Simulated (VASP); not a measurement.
These are MS2 meta-GGA, VASP's PBE PAW potentials (set 64) (plane waves; VASP 6.6.1) values and carry that method's errors.

VASP ran on this input.

**KPOINTS**
```
K-points
0
G
 10 10 8
0 0 0
```

**INCAR**
```
! general
SYSTEM  = HfB2
PREC    = Accurate
ENCUT   = 520   ! plane-wave cut-off (eV)
LREAL   = .FALSE.
LASPH   = .TRUE.   ! aspherical one-centre terms

! electronic loop
EDIFF   = 1E-6   ! SCF stop (eV)
NELM    = 100   ! most electronic steps
ALGO    = Normal   ! blocked Davidson
LMAXMIX = 6   ! l cut-off of mixed one-centre charges
LMIXTAU = .TRUE.

! smearing
ISMEAR  = 1   ! Methfessel-Paxton
SIGMA   = 0.1   ! width (eV)

! functional
METAGGA = MS2

! ions
IBRION  = 2
NSW     = 60   ! most ionic steps
ISIF    = 3   ! ions, shape and volume
EDIFFG  = -0.02   ! ionic stop

! output
LWAVE   = .FALSE.
LCHARG  = .FALSE.
```

### POSCAR
```
HfB2
1
    1.5613703815    -2.7043730586    -0.0000000000
    1.5613703815     2.7043730586    -0.0000000000
   -0.0000000000    -0.0000000000     3.4547709102
Hf B
1 2
Direct
  0.0000000000   1.0000000000   0.0000000000
  0.3333330000   0.6666670000   0.5000000000
  0.6666670000   0.3333330000   0.5000000000
```

POTCAR, in this order: Hf_pv B (PBE.64 set). Program: vasp_std.

The run wrote:

File OSZICAR:
```
       N       E                     dE             d eps       ncg     rms          rms(c)
DAV:   1     0.290180379607E+02    0.29018E+02   -0.83011E+03  1680   0.126E+03
DAV:   2    -0.266984043750E+02   -0.55716E+02   -0.51869E+02  2064   0.242E+02
DAV:   3    -0.284127926322E+02   -0.17144E+01   -0.16873E+01  2208   0.329E+01
DAV:   4    -0.284257901529E+02   -0.12998E-01   -0.12990E-01  2036   0.320E+00
DAV:   5    -0.284259180588E+02   -0.12791E-03   -0.12789E-03  2144   0.270E-01    0.648E+01
DAV:   6    -0.128666971993E+02    0.15559E+02   -0.46547E+00  2036   0.255E+01    0.379E+01
DAV:   7    -0.118942426854E+02    0.97245E+00   -0.28305E+00  2152   0.156E+01    0.333E+00
DAV:   8    -0.117975498503E+02    0.96693E-01   -0.23783E+00  1872   0.184E+01    0.135E+01
DAV:   9    -0.118003744517E+02   -0.28246E-02   -0.35488E-02  2104   0.222E+00    0.137E+01
DAV:  10    -0.115784189874E+02    0.22196E+00   -0.45471E-02  1984   0.221E+00    0.160E+01
DAV:  11    -0.130930337835E+02   -0.15146E+01   -0.10631E+00  1696   0.120E+01    0.120E+00
DAV:  12    -0.131008176379E+02   -0.77839E-02   -0.25419E-02  1996   0.180E+00    0.101E+00
DAV:  13    -0.130981202811E+02    0.26974E-02   -0.45325E-03  1900   0.727E-01    0.589E-01
DAV:  14    -0.130991319337E+02   -0.10117E-02   -0.77470E-03  2028   0.922E-01    0.145E-01
DAV:  15    -0.130998205461E+02   -0.68861E-03   -0.26992E-03  1840   0.610E-01    0.202E-01
DAV:  16    -0.131000208059E+02   -0.20026E-03   -0.72888E-04  1808   0.289E-01    0.122E-01
DAV:  17    -0.131000450898E+02   -0.24284E-04   -0.89786E-05  1912   0.128E-01    0.263E-02
DAV:  18    -0.131000448963E+02    0.19350E-06   -0.16331E-05  1816   0.562E-02    0.154E-02
DAV:  19    -0.131000503210E+02   -0.54247E-05   -0.26683E-06  1944   0.233E-02    0.122E-02
DAV:  20    -0.131000474793E+02    0.28417E-05   -0.72592E-07   968   0.115E-02    0.949E-03
DAV:  21    -0.131000487884E+02   -0.13091E-05   -0.32099E-07   944   0.673E-03    0.656E-03
DAV:  22    -0.131000481988E+02    0.58965E-06   -0.12470E-07   916   0.308E-03
   1 F= -.13100048E+02 E0= -.13099853E+02  d E =-.131000E+02
       N       E                     dE             d eps       ncg     rms          rms(c)
DAV:   1    -0.131067287560E+02   -0.66800E-02   -0.38894E-01  1772   0.555E+00    0.646E-01
DAV:   2    -0.131030748624E+02    0.36539E-02   -0.53757E-03  2048   0.721E-01    0.278E-01
DAV:   3    -0.131032925268E+02   -0.21766E-03   -0.30496E-03  1876   0.582E-01    0.133E-01
DAV:   4    -0.131031189323E+02    0.17359E-03   -0.49183E-04  2060   0.228E-01    0.726E-02
DAV:   5    -0.131031806246E+02   -0.61692E-04   -0.45057E-04  1768   0.250E-01    0.525E-02
DAV:   6    -0.131032595657E+02   -0.78941E-04   -0.13308E-04  1784   0.135E-01    0.149E-02
DAV:   7    -0.131032623863E+02   -0.28206E-05   -0.18904E-05  1868   0.593E-02    0.802E-03
DAV:   8    -0.131032643504E+02   -0.19640E-05   -0.54287E-06  1772   0.318E-02    0.347E-03
DAV:   9    -0.131032654792E+02   -0.11289E-05   -0.41159E-07   940   0.821E-03    0.103E-03
DAV:  10    -0.131032646637E+02    0.81550E-06   -0.53953E-08   908   0.256E-03
   2 F= -.13103265E+02 E0= -.13103114E+02  d E =-.321646E-02
       N       E                     dE             d eps       ncg     rms          rms(c)
DAV:   1    -0.131033686440E+02   -0.10316E-03   -0.51476E-03  1764   0.639E-01    0.744E-02
DAV:   2    -0.131033180019E+02    0.50642E-04   -0.71266E-05  2048   0.832E-02    0.326E-02
DAV:   3    -0.131033220564E+02   -0.40544E-05   -0.40282E-05  1880   0.669E-02    0.155E-02
DAV:   4    -0.131033185734E+02    0.34829E-05   -0.64306E-06  2068   0.262E-02    0.858E-03
DAV:   5    -0.131033205946E+02   -0.20212E-05   -0.64505E-06  1760   0.299E-02    0.637E-03
DAV:   6    -0.131033208859E+02   -0.29136E-06   -0.19613E-06  1696   0.164E-02
   3 F= -.13103321E+02 E0= -.13103165E+02  d E =-.327269E-02
       N       E                     dE             d eps       ncg     rms          rms(c)
DAV:   1    -0.131036695740E+02   -0.34898E-03   -0.29699E-02  1760   0.169E+00    0.487E-01
DAV:   2    -0.131033929517E+02    0.27662E-03   -0.13891E-03  1808   0.417E-01    0.248E-01
DAV:   3    -0.131032837374E+02    0.10921E-03   -0.68741E-04  2016   0.248E-01    0.238E-01
DAV:   4    -0.131032820326E+02    0.17048E-05   -0.87887E-06  1964   0.351E-02    0.248E-01
DAV:   5    -0.131032748898E+02    0.71428E-05   -0.10676E-05  1852   0.437E-02    0.148E-01
DAV:   6    -0.131032789344E+02   -0.40447E-05   -0.90762E-06  2008   0.287E-02    0.594E-02
DAV:   7    -0.131032779315E+02    0.10029E-05   -0.37571E-07   904   0.591E-03    0.561E-02
DAV:   8    -0.131032739346E+02    0.39969E-05   -0.53593E-06  1720   0.278E-02    0.420E-02
DAV:   9    -0.131032743620E+02   -0.42743E-06   -0.75929E-08   876   0.262E-03
   4 F= -.13103274E+02 E0= -.13103122E+02  d E =0.465239E-04
       N       E                     dE             d eps       ncg     rms          rms(c)
DAV:   1    -0.131035587091E+02   -0.28477E-03   -0.86224E-03  1760   0.914E-01    0.255E-01
DAV:   2    -0.131034779152E+02    0.80794E-04   -0.41026E-04  1816   0.229E-01    0.129E-01
DAV:   3    -0.131034314632E+02    0.46452E-04   -0.20073E-04  2016   0.133E-01    0.127E-01
DAV:   4    -0.131034323442E+02   -0.88098E-06   -0.24369E-06  1804   0.186E-02
   5 F= -.13103432E+02 E0= -.13103278E+02  d E =-.111458E-03
```

File OUTCAR:
```
------------------------ aborting loop because EDIFF is reached ----------------------------------------
  FORCE on cell =-STRESS in cart. coord.  units (eV):
  Direction    XX          YY          ZZ          XY          YZ          ZX
  --------------------------------------------------------------------------------------
  Total        0.0040493      0.0040493     -0.0108863      0.0000000      0.0000000      0.0000000
  in kB        0.2223182      0.2223182     -0.5976939      0.0000000      0.0000000      0.0000000
  external PRESSURE =      -0.0510192 kB  Pullay stress =       0.0000000 kB
  volume of cell :       29.18
      direct lattice vectors                 reciprocal lattice vectors
     1.555083196 -2.693483332  0.000000000     0.321526206 -0.185633226  0.000000000
     1.555083196  2.693483332 -0.000000000     0.321526206  0.185633226 -0.000000000
    -0.000000000  0.000000000  3.483485859     0.000000000  0.000000000  0.287068770
 POSITION                                       TOTAL-FORCE (eV/Angst)
 -----------------------------------------------------------------------------------
      0.00000      0.00000     -0.00000         0.000000     -0.000000     -0.000000
      1.55508      0.89783      1.74174        -0.000000     -0.000000     -0.000000
      1.55508     -0.89783      1.74174         0.000000      0.000000      0.000000
 -----------------------------------------------------------------------------------
    total drift:                                0.000000     -0.000000     -0.000000
  FREE ENERGIE OF THE ION-ELECTRON SYSTEM (eV)
  ---------------------------------------------------
  free  energy   TOTEN  =       -13.1034323442 eV

  energy  without entropy=      -13.1029698016  energy(sigma->0) =      -13.10327816

 reached required accuracy - stopping structural energy minimisation
```
(Selected blocks of OUTCAR.)

**CONTCAR**
```
HfB2
   1.00000000000000
     1.5550831963627487   -2.6934833317424918    0.0000000000000000
     1.5550831963627487    2.6934833317424918   -0.0000000000000000
    -0.0000000000000000    0.0000000000000000    3.4834858588189892
  Hf              B
     1     2
Direct
     0.0000000000000000    0.0000000000000000    0.0000000000000000
     0.3333330000000032    0.6666669999999968    0.5000000000000000
     0.6666669999999968    0.3333330000000032    0.5000000000000000
```

The compound is HfB2 in the AlB2 type structure. This run relaxes it. Symmetry was kept, so distortions that lower it aren't found. The start is the result of an earlier pass.
